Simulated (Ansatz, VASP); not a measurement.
# Al35Ga12N48 (V_Al hop (3.1 A)): VASP beside Ansatz

Aim: how closely do two programs agree when they are given the same cell, functional and k mesh? The cell is taken from a series of runs on this material, whose earlier steps may have relaxed, scaled, displaced or heated it; both programs get it as it stands.

Method: plane waves, with VASP 6.6.1 beside it; single point at r2SCAN, in Ansatz 0.2.0.

## 1. Set-up

The cell holds 95 atoms: 35 Al, 12 Ga and 48 N. Cell: a = 10.087 Å, b = 9.390 Å, c = 10.836 Å, α = 90.0°, β = 90.0°, γ = 90.0°. It derives from Al3GaN4 (Al3GaN4 (Pm)). Nearest the centre at fractional (0.625, 0.583, 0.625): Al28 at 0.48 Å, N85 at 1.42 Å, N95 at 2.21 Å, N93 at 2.37 Å, N92 at 2.53 Å, Al30 at 2.76 Å, Al26 at 2.77 Å, Ga47 at 2.80 Å. The cell carries charge −3.

## 2. VASP: single point, r2SCAN, pair 1

With cell and atoms fixed, the geometry can't cause a difference; cores, projectors, grids and the points listed under the comparison can.

Lines of VASP's logs that name or quote its potential files are left out, and so is its time.

INCAR

```
SYSTEM = Al35Ga12N48
PREC = Accurate
ENCUT = 580
EDIFF = 1E-06
NELM = 120
ISMEAR = 0
SIGMA = 0.01
LREAL = Auto
ALGO = Normal
METAGGA = R2SCAN
LASPH = .TRUE.
NELECT = 504
NBANDS = 320
LORBIT = 11
LWAVE = .FALSE.
LCHARG = .FALSE.
ISIF = 2
ISYM = 0
GGA_COMPAT = .FALSE.
EFERMI = MIDGAP
LMIXTAU = .TRUE.
NCORE = 2
```

POSCAR

```
Al35Ga12N48
1.0
   10.0869230277      0.0000000000      0.0002529055
    0.0000000000      9.3901587298      0.0000000000
   -0.0064480299      0.0000000000     10.8360210313
Al Ga N
35 12 48
Direct
    0.2498977861      0.1652005476      0.0822943769
    0.9988240774      0.1685060836      0.4188927789
[... 5 atom lines left out ...]
    0.9911706421      0.5021043884      0.4216734262
[... 1 atom line left out ...]
    0.2553094757      0.4986637466      0.5839383352
[... 1 atom line left out ...]
    0.9946126144      0.3357884305      0.6654556868
[... 3 atom lines left out ...]
    0.2485449778      0.8290406732      0.5838638290
[... 1 atom line left out ...]
    0.0089937515      0.6651014786      0.6653523062
[... 1 atom line left out ...]
    0.5007889021      0.1644268041      0.4183929261
[... 1 atom line left out ...]
    0.7487238726      0.1761434160      0.5868136565
[... 1 atom line left out ...]
    0.5072111957      0.9817872542      0.6618734646
[... 1 atom line left out ...]
    0.4953097675      0.4946880648      0.4131652258
[... 1 atom line left out ...]
    0.6670072475      0.5973950200      0.6073455796
    0.5036411274      0.4998026516      0.9132001220
    0.4995436430      0.3265272192      0.6652047782
[... 1 atom line left out ...]
    0.5034217557      0.8277019748      0.4195943109
[... 1 atom line left out ...]
    0.7633284008      0.8486935817      0.5818479433
    0.5047534764      0.8249225323      0.9125937018
[... 5 atom lines left out ...]
    0.2528543163      0.6643971774      0.8299712485
[... 1 atom line left out ...]
    0.7514773892      0.0027149703      0.8333786034
    0.7469925305      0.3424260193      0.3401873376
    0.7508089168      0.3347844287      0.8311789082
    0.7492808674      0.6692343419      0.3316223485
    0.7549714491      0.6706566778      0.8405297508
[... 7 atom lines left out ...]
    0.3154565154      0.9950748737      0.6610591904
[... 2 atom lines left out ...]
    0.3079061232      0.4976625218      0.4150342854
[... 2 atom lines left out ...]
    0.0610674557      0.4959896635      0.5817112620
    0.3143281972      0.4978956434      0.9203773023
    0.3098991437      0.3270066178      0.6643494286
[... 2 atom lines left out ...]
    0.3136116406      0.8321763471      0.4195712709
[... 1 atom line left out ...]
    0.0541603430      0.6669774534      0.8376664847
[... 2 atom lines left out ...]
    0.2818665777      0.6655442216      0.6625681887
[... 2 atom lines left out ...]
    0.8110426192      0.1704134043      0.4214881471
[... 1 atom line left out ...]
    0.5575362271      0.9954495111      0.8315129523
    0.5599628244      0.1565506423      0.5839699901
[... 1 atom line left out ...]
    0.8158814574      0.0100429964      0.6655284737
    0.5532159611      0.3280490646      0.3292144636
[... 1 atom line left out ...]
    0.8061403128      0.5101346597      0.4210033340
[... 1 atom line left out ...]
    0.5554480666      0.3289201818      0.8334433138
    0.5382670672      0.4796725686      0.5733264941
    0.8156642350      0.4985773092      0.9233799164
    0.8126210670      0.3298003146      0.6699075863
    0.5538601250      0.6638442461      0.3298007437
[... 1 atom line left out ...]
    0.8166215387      0.8383170186      0.4153837016
[... 1 atom line left out ...]
    0.5680130276      0.6615036597      0.8412879960
    0.5809221469      0.8242707144      0.5750166007
    0.8170108137      0.8405861126      0.9240061813
    0.8173659104      0.6835154296      0.6695938464
```

KPOINTS

```
Points of the shifted mesh
1
Reciprocal
 0.2500000000  0.2500000000  0.2500000000 1
```

The projector-augmented-wave data sets are Al, Ga_d and N (PBE family, release 64).

Started as:

```
$ mpirun -np 8 vasp_std
```

Numbers of over 12 decimals in the logs are rounded to 6 here.

The log of the run:

```text
[banner, memory and clock lines left out]
running    8 mpi-ranks, on    1 nodes
[...]
|                                                                             |
|               ----> ADVICE to this user running VASP <----                  |
|                                                                             |
|     You enforced a specific xc type in the INCAR file but a different       |
|     [... a line on the potential file left out ...]
|     I HOPE YOU KNOW WHAT YOU ARE DOING!                                     |
|                                                                             |

 LDA part: xc-table for (None), standard interpolation
 POSCAR, INCAR and KPOINTS ok, starting setup
[...]
entering main loop
       N       E                     dE             d eps       ncg     rms          rms(c)
DAV:   1     0.766301741818E+04    0.76630E+04   -0.20188E+05   640   0.222E+03
DAV:   2     0.129931895467E+04   -0.63637E+04   -0.59308E+04   640   0.654E+02
DAV:   3    -0.871932954463E+03   -0.21713E+04   -0.20104E+04   920   0.274E+02
DAV:   4    -0.112380391256E+04   -0.25187E+03   -0.24857E+03   880   0.100E+02
DAV:   5    -0.113717768753E+04   -0.13374E+02   -0.13282E+02   960   0.268E+01BRMIX: very serious problems
 the old and the new charge density differ
 old charge density:   501.00000 new  504.00000
    0.594E+01
DAV:   6    -0.961097576693E+03    0.17608E+03   -0.36578E+02  1072   0.579E+01    0.242E+01
DAV:   7    -0.919714213433E+03    0.41383E+02   -0.48312E+01   728   0.166E+01    0.146E+01
DAV:   8    -0.958300649069E+03   -0.38586E+02   -0.15454E+01   688   0.228E+01    0.587E+00
DAV:   9    -0.910390700081E+03    0.47910E+02   -0.97756E+00   688   0.132E+01    0.231E+00
[...]
DAV:  36    -0.915795979610E+03    0.26408E-04   -0.18289E-05   552   0.731E-02    0.442E-02
DAV:  37    -0.915795982540E+03   -0.29300E-05   -0.19803E-05   984   0.626E-02    0.445E-02
DAV:  38    -0.915795982843E+03   -0.30379E-06   -0.71292E-06   592   0.188E-02
   1 F= -.91579598E+03 E0= -.91579598E+03  d E =0.000000E+00
```

From OUTCAR (step 2):

```text
  FREE ENERGIE OF THE ION-ELECTRON SYSTEM (eV)
  ---------------------------------------------------
  free  energy   TOTEN  =      -915.7959828435 eV

  energy  without entropy=     -915.7959828435  energy(sigma->0) =     -915.79598284
```

The run ends at a pressure of 4.66 GPa, with forces up to 0.23 eV/Å.

## 3. Ansatz: single point, r2SCAN, pair 1

Ansatz runs on its default PAW (the set named soft_2) files.

The same cell, functional and mesh now go to Ansatz.

input.yaml

```yaml
crystal:
  lattice:
    - [10.08692303, 0.0, 0.00025291]
    - [0.0, 9.39015873, 0.0]
    - [-0.00644803, 0.0, 10.83602103]
  atoms:
    - { symbol: Al, position: [0.24989779, 0.16520055, 0.08229438] }
    - { symbol: Al, position: [-0.00117592, 0.16850608, 0.41889278] }
    - { symbol: Al, position: [0.00047722, 0.00118562, 0.16602586] }
    - { symbol: Ga, position: [0.25113867, -0.0010723, 0.33345085] }
    - { symbol: "N", position: [0.05701877, 0.00308679, 0.33217866] }
    - { symbol: "N", position: [0.06109219, 0.16752494, 0.08364727] }
    - { symbol: "N", position: [0.31224293, 0.16618572, 0.41929869] }
    - { symbol: "N", position: [0.31146772, -0.00082879, 0.16263192] }
    - { symbol: Al, position: [0.25145132, 0.16335313, 0.58394894] }
    - { symbol: Al, position: [0.00022306, 0.16790135, 0.91673954] }
    - { symbol: Al, position: [0.00232855, 0.00417093, 0.66594581] }
    - { symbol: Ga, position: [0.25387628, -0.00355111, 0.83089022] }
    - { symbol: "N", position: [0.05906604, 0.00097546, 0.83336988] }
    - { symbol: "N", position: [0.06337492, 0.16777748, 0.58294158] }
    - { symbol: "N", position: [0.31355682, 0.16368661, 0.91971214] }
    - { symbol: "N", position: [0.31545652, -0.00492513, 0.66105919] }
    - { symbol: Al, position: [0.25107726, 0.49874185, 0.08259957] }
    - { symbol: Al, position: [-0.00882936, 0.50210439, 0.42167343] }
    - { symbol: Al, position: [-0.00193117, 0.33416797, 0.16702384] }
    - { symbol: Ga, position: [0.24541915, 0.33190444, 0.33225597] }
    - { symbol: "N", position: [0.05173158, 0.33461888, 0.33359299] }
    - { symbol: "N", position: [0.06221488, 0.49983454, 0.08527492] }
    - { symbol: "N", position: [0.30790612, 0.49766252, 0.41503429] }
    - { symbol: "N", position: [0.31037107, 0.33100106, 0.16204455] }
    - { symbol: Al, position: [0.25530948, 0.49866375, 0.58393834] }
    - { symbol: Al, position: [0.00138223, 0.49978912, 0.91832955] }
    - { symbol: Al, position: [-0.00538739, 0.33578843, 0.66545569] }
    - { symbol: Ga, position: [0.25042065, 0.33198504, 0.83236694] }
    - { symbol: "N", position: [0.05732272, 0.33374797, 0.83416534] }
    - { symbol: "N", position: [0.06106746, 0.49598966, 0.58171126] }
    - { symbol: "N", position: [0.3143282, 0.49789564, 0.9203773] }
    - { symbol: "N", position: [0.30989914, 0.32700662, 0.66434943] }
    - { symbol: Al, position: [0.25189981, 0.83215825, 0.08241708] }
    - { symbol: Al, position: [0.00193046, 0.83573179, 0.41542183] }
    - { symbol: Al, position: [0.00019243, 0.66706896, 0.16605392] }
    - { symbol: Ga, position: [0.24835266, 0.66555817, 0.33288895] }
    - { symbol: "N", position: [0.05484706, 0.66760802, 0.33299608] }
    - { symbol: "N", position: [0.06305956, 0.83451164, 0.08487372] }
    - { symbol: "N", position: [0.31361164, 0.83217635, 0.41957127] }
    - { symbol: "N", position: [0.31161342, 0.66568662, 0.16206994] }
    - { symbol: Al, position: [0.24854498, 0.82904067, 0.58386383] }
    - { symbol: Al, position: [0.00279575, 0.83443484, 0.9179929] }
    - { symbol: Al, position: [0.00899375, 0.66510148, 0.66535231] }
    - { symbol: Ga, position: [0.25285432, 0.66439718, 0.82997125] }
    - { symbol: "N", position: [0.05416034, 0.66697745, 0.83766648] }
    - { symbol: "N", position: [0.05737218, 0.83903625, 0.58087879] }
    - { symbol: "N", position: [0.3154109, 0.83119439, 0.92018472] }
    - { symbol: "N", position: [0.28186658, 0.66554422, 0.66256819] }
    - { symbol: Al, position: [0.74984724, 0.16827342, 0.0853297] }
    - { symbol: Al, position: [0.5007889, 0.1644268, 0.41839293] }
    - { symbol: Al, position: [0.50037972, -0.00176108, 0.16525765] }
    - { symbol: Ga, position: [0.74793834, 0.00430576, 0.33427275] }
    - { symbol: "N", position: [0.55410272, -0.00215102, 0.33200357] }
    - { symbol: "N", position: [0.56089537, 0.16370996, 0.08190337] }
    - { symbol: "N", position: [0.81104262, 0.1704134, 0.42148815] }
    - { symbol: "N", position: [0.81167635, 0.0020556, 0.16485858] }
    - { symbol: Al, position: [0.74872387, 0.17614342, 0.58681366] }
    - { symbol: Al, position: [0.50165013, 0.16255616, 0.91493369] }
    - { symbol: Al, position: [0.5072112, -0.01821275, 0.66187346] }
    - { symbol: Ga, position: [0.75147739, 0.00271497, 0.8333786] }
    - { symbol: "N", position: [0.55753623, -0.00455049, 0.83151295] }
    - { symbol: "N", position: [0.55996282, 0.15655064, 0.58396999] }
    - { symbol: "N", position: [0.81318049, 0.16730383, 0.92389384] }
    - { symbol: "N", position: [0.81588146, 0.010043, 0.66552847] }
    - { symbol: Al, position: [0.74911508, 0.49989203, 0.08410961] }
    - { symbol: Al, position: [0.49530977, 0.49468806, 0.41316523] }
    - { symbol: Al, position: [0.49990776, 0.33008607, 0.16400841] }
    - { symbol: Ga, position: [0.74699253, 0.34242602, 0.34018734] }
    - { symbol: "N", position: [0.55321596, 0.32804906, 0.32921446] }
    - { symbol: "N", position: [0.56037222, 0.49624937, 0.0839835] }
    - { symbol: "N", position: [0.80614031, 0.51013466, 0.42100333] }
    - { symbol: "N", position: [0.8099061, 0.33426963, 0.16571989] }
    - { symbol: Al, position: [0.66700725, 0.59739502, 0.60734558] }
    - { symbol: Al, position: [0.50364113, 0.49980265, 0.91320012] }
    - { symbol: Al, position: [0.49954364, 0.32652722, 0.66520478] }
    - { symbol: Ga, position: [0.75080892, 0.33478443, 0.83117891] }
    - { symbol: "N", position: [0.55544807, 0.32892018, 0.83344331] }
    - { symbol: "N", position: [0.53826707, 0.47967257, 0.57332649] }
    - { symbol: "N", position: [0.81566424, 0.49857731, 0.92337992] }
    - { symbol: "N", position: [0.81262107, 0.32980031, 0.66990759] }
    - { symbol: Al, position: [0.74972184, 0.83611669, 0.08403837] }
    - { symbol: Al, position: [0.50342176, 0.82770197, 0.41959431] }
    - { symbol: Al, position: [0.50094457, 0.66490544, 0.16336563] }
    - { symbol: Ga, position: [0.74928087, 0.66923434, 0.33162235] }
    - { symbol: "N", position: [0.55386013, 0.66384425, 0.32980074] }
    - { symbol: "N", position: [0.56121992, 0.83333752, 0.08343659] }
    - { symbol: "N", position: [0.81662154, 0.83831702, 0.4153837] }
    - { symbol: "N", position: [0.8115952, 0.66906491, 0.16026463] }
    - { symbol: Al, position: [0.7633284, 0.84869358, 0.58184794] }
    - { symbol: Al, position: [0.50475348, 0.82492253, 0.9125937] }
    - { symbol: Ga, position: [0.75497145, 0.67065668, 0.84052975] }
    - { symbol: "N", position: [0.56801303, 0.66150366, 0.841288] }
    - { symbol: "N", position: [0.58092215, 0.82427071, 0.5750166] }
    - { symbol: "N", position: [0.81701081, 0.84058611, 0.92400618] }
    - { symbol: "N", position: [0.81736591, 0.68351543, 0.66959385] }
total_charge: -3
basis:
  ecutwfc: 500
  xc_grid: 2
hamiltonian:
  xc: r2scan
kpoints:
  mp_grid: { grid: [1, 1, 1], shift: [0.25, 0.25, 0.25] }
scf:
  occupations: { method: fixed }
  max_iter: 100
output:
  forces: true
  eigenvalues: true
checkpoint:
  write: "../qm3.top.r2scan.run"
  compress: false
  write_wavefunctions: false
  write_every: 100000
```

Started as:

```
$ ansatz run input.yaml --threads 32 --pin off --max-ram 84787MiB --backend cuda --events-out ev --progress --plain --runs-dir out --max-vram 78GiB
```

The log of the run:

```text
Engine: ansatz 0.2.0, aarch64-unknown-linux-gnu
Pseudopotentials: kind: paw
Pseudopotential: Al, paw, valence charge 3, recommended cutoff 500 eV (meta_gga), Al.paw.azcp
Pseudopotential: Ga, paw, valence charge 13, recommended cutoff 500 eV (meta_gga), Ga.paw.azcp
Pseudopotential: N, paw, valence charge 5, recommended cutoff 500 eV (meta_gga), N.paw.azcp
Functional definition: r2SCAN
  parameter k0 = 0.174
  parameter k1 = 0.065
  parameter a1 = 4.9479
  exchange = r2scan_x(k0 = k0, k1 = k1, a1 = a1)
  correlation = r2scan_c
[...]
Crystal: 95 atoms, lattice volume = 1026.364 Å³
Basis set: ecut = 500 eV, 25977 PW (Γ), exchange–correlation on 150×144×160 points (8 copies of the dense FFT grid, shifted against one another)
Bands: 347, of which v1, the nominal top of the filled ones, is band 252 counted from 1 (251 counted from 0)
Symmetry: 1 space group operations
Space group: P1 (ITA 1), of the structure as read, at distance tolerance 1.0e-4 Å
k-points: 1
Non-local potential: Al, projectors of the file, l = 0: 2, l = 1: 2, l = 2: 1
Non-local potential: Ga, projectors of the file, l = 0: 2, l = 1: 2, l = 2: 3, l = 3: 1
Non-local potential: N, projectors of the file, l = 0: 2, l = 1: 2, l = 2: 1
PAW form: soft (Blöchl's): semilocal exchange-correlation on the pseudo side does not see the compensation charge
PAW frozen core: Al, regenerated for the run's functional (the file was generated under x = pbe(κ = 0.804, μ = 0.219515), c = pbe(β = 0.066725))
PAW frozen core: Ga, regenerated for the run's functional (the file was generated under x = pbe(κ = 0.804, μ = 0.219515), c = pbe(β = 0.066725))
PAW frozen core: N, regenerated for the run's functional (the file was generated under x = pbe(κ = 0.804, μ = 0.219515), c = pbe(β = 0.066725))
PAW one-centre angular grid: Al, 302 points (default); XC on 160 Gauss nodes
PAW one-centre angular grid: Ga, 590 points (default); XC on 160 Gauss nodes
PAW one-centre angular grid: N, 302 points (default); XC on 160 Gauss nodes
Initial density: superposition of atomic densities (neutral atoms scaled as one to the charged cell's electrons: chi_scale 0, normalization atom), corrected by the library's trained network
Initial wavefunctions: pseudopotential atomic-orbital guess
[...]
Functional: x = r2scan, c = r2scan; τ floored in thin density (d = 2e-4 eV/Å³)
SCF iter   1: F=—  HF=-82960.857104 eV  |F-HF|=—  |Δ(HF+E_count)|=         —  Δρ=1.15e-2  dr2=1.55e0  dr2_τ=6.57e0  ethr=1.77e-3  ⟨swp⟩=5.0  Hψ=1262  notcnv=0  defer=91
preconditioner: auto → Resta (q_TF=auto, 2.423 Å⁻¹)  ε∞=3.8  [insulator: Δε(μ)=3.957 eV  Ē_g=15.478 eV  n_scr=252 (ndim 8)  ℏωp=26.0 eV  f_vac=0.000  ε∞_Penn≈3.8]
SCF iter   2: F=—  HF=-82963.546127 eV  |F-HF|=—  |Δ(HF+E_count)|=    2.69e0  Δρ=5.82e-3  dr2=4.00e-1  dr2_τ=1.15e-2  ethr=3.08e-4  ⟨swp⟩=2.0  Hψ=631  notcnv=0  defer=91
SCF iter   3: F=—  HF=-82963.485294 eV  |F-HF|=—  |Δ(HF+E_count)|=   6.08e-2  Δρ=2.29e-3  dr2=4.90e-2  dr2_τ=9.56e-3  ethr=7.93e-5  ⟨swp⟩=3.0  Hψ=511  notcnv=0  defer=38
automatic band count: iteration 3 solves 292 bands in place of 347: the levels show a gap, and the empty bands left out lie too high to hold charge; the band table lists the bands solved (type scf.n_extra_bands for more)
SCF iter   4: F=—  HF=-82963.478593 eV  |F-HF|=—  |Δ(HF+E_count)|=   6.70e-3  Δρ=9.04e-4  dr2=4.57e-3  dr2_τ=1.82e-4  ethr=9.72e-6  ⟨swp⟩=3.0  Hψ=512  notcnv=0  defer=38
SCF iter   5: F=—  HF=-82963.480031 eV  |F-HF|=—  |Δ(HF+E_count)|=   1.44e-3  Δρ=3.41e-4  dr2=1.42e-3  dr2_τ=1.43e-4  ethr=9.07e-7  ⟨swp⟩=2.0  Hψ=582  notcnv=0  defer=38
SCF iter   6: F=—  HF=-82963.479448 eV  |F-HF|=—  |Δ(HF+E_count)|=   5.83e-4  Δρ=1.23e-4  dr2=1.38e-4  dr2_τ=4.56e-6  ethr=2.81e-7  ⟨swp⟩=2.0  Hψ=510  notcnv=0  defer=38
SCF iter   7: F=—  HF=-82963.479551 eV  |F-HF|=—  |Δ(HF+E_count)|=   1.03e-4  Δρ=3.23e-5  dr2=1.03e-5  dr2_τ=1.09e-6  ethr=2.73e-8  ⟨swp⟩=2.0  Hψ=503  notcnv=0  defer=32
SCF iter   8: F=—  HF=-82963.480149 eV  |F-HF|=—  |Δ(HF+E_count)|=   5.98e-4  Δρ=1.82e-5  dr2=3.80e-6  dr2_τ=5.32e-7  ethr=2.04e-9  ⟨swp⟩=3.0  Hψ=508  notcnv=0  defer=32
[...]
SCF 1 converged in 10 iterations: F = -82963.480149 eV  dr2 = 4.28e-8
[...]
SCF converged after 10 iterations
[...]
atom  59  Al    -0.01613138     0.02281184     0.01393623
  atom  60  Ga     0.01179808     0.00116803     0.00942854
  atom  61  N     -0.03132085    -0.00828105     0.00862257
  atom  62  N      0.03050931     0.02864707    -0.03376107
  atom  63  N      0.04448980    -0.00845707     0.06310370
  atom  64  N      0.03339607    -0.06899034    -0.08692457
  atom  65  Al     0.02176294    -0.01595611    -0.02265096
  atom  66  Al    -0.03189808    -0.02307310     0.12103559
  atom  67  Al    -0.01473147     0.00831569     0.02149153
  atom  68  Ga     0.01112399     0.01018044     0.03130330
  atom  69  N     -0.05366069     0.00815450    -0.00626938
  atom  70  N      0.02955507     0.00990379     0.01366701
  atom  71  N      0.09667196     0.00723909    -0.12142271
  atom  72  N      0.03591869     0.00061539    -0.07867870
  atom  73  Al    -0.10056434    -0.02747128    -0.00631688
  atom  74  Al    -0.01459831     0.03369810    -0.04394232
  atom  75  Al    -0.03478503     0.08966708    -0.06409600
  atom  76  Ga     0.02638906    -0.00037051    -0.04427990
  atom  77  N     -0.04518335    -0.01373529     0.01754844
  atom  78  N      0.20631944     0.04461907    -0.02743914
  atom  79  N      0.04956593     0.01208035     0.07997974
  atom  80  N      0.09282764    -0.17674784     0.01816616
  atom  81  Al     0.02796076    -0.00032888    -0.01769078
  atom  82  Al    -0.01490718    -0.03193377     0.01503434
[...]
atom  88  N      0.01714965    -0.00043609    -0.03679850
  atom  89  Al    -0.06551864    -0.04349146     0.01645507
  atom  90  Al    -0.01498575    -0.02798616    -0.03735757
  atom  91  Ga    -0.03914977    -0.00185652    -0.02338752
  atom  92  N     -0.02270498     0.00803651     0.18553153
  atom  93  N      0.06253463     0.13026644    -0.08218803
  atom  94  N      0.04089288    -0.03064080     0.06740260
  atom  95  N     -0.12197719     0.00304241    -0.07275952
  max |Σ_I F_I| component: 9.57e-3 eV/Å
--- Band table (eV) ---
  k-point 0: bands = ["-8.7582", "-8.3978", "-8.3765", "-8.2902", "-8.0988", "-8.0155", "-7.9725", "-7.8673", "-7.8185", "-7.7804", "-7.7502", "-7.7251", "-7.6713", "-7.6296", "-7.5945", "-7.5268", "-7.5159", "-7.4820", "-7.4430", "-7.4334", "-7.4135", "-7.3988", "-7.3510", "-7.3232", "-7.3036", "-7.2734", "-7.2403", "-7.1979", "-7.1506", "-7.1190", "-7.1047", "-7.0599", "-7.0388", "-6.9729", "-6.8846", "-6.8451", "- [...]
```

(Part 1 of 2 ends here.)

[Lines on the potential files, build, host, timing and source positions are cut from VASP's logs without a mark.]

[Logs are printed without paths, hosts, clocks, repeated set-up lines and the standing remarks that a program may print on its own settings, such as how far it seeks lower states.]

[Hosts, paths, dates, database ids (printed as entryN), source tags and the programs' standing remarks are cut or masked in the printed files.]
